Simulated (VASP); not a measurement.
Consider the following.

```
CELL_PARAMETERS angstrom
      1.88996    -3.27350     0.00000
      1.88996     3.27350     0.00000
      0.00000     0.00000     6.02861
ATOMIC_POSITIONS crystal
  Zr 0.00000 0.00000 0.00000
  S  0.33333 0.66667 0.24061
  S  0.66667 0.33333 0.75939
```

Calculation: vdW-DF2, VASP's PBE PAW potentials (set 64) (plane waves; VASP). Settings: 520 eV cut-off, 6×6×4 Γ-centred mesh, Gaussian smearing of 0.050 eV, potentials Zr_sv S.

Question: Predict the energy per atom (σ→0), band gap (on the k-mesh) with the smallest direct gap where there is one.

Answer: 
The band gap (on the k-mesh) comes out as 1.08 eV and the smallest direct gap (on the k-mesh) is 1.50 eV. The energy per atom (σ→0) is -4.965 eV/atom.

The absolute energy has meaning only against runs of the same code, potentials and settings.

The compound is ZrS2 in the 1T layered structure. It was relaxed first, which changed the volume by +10 %. The start is the result of an earlier pass.
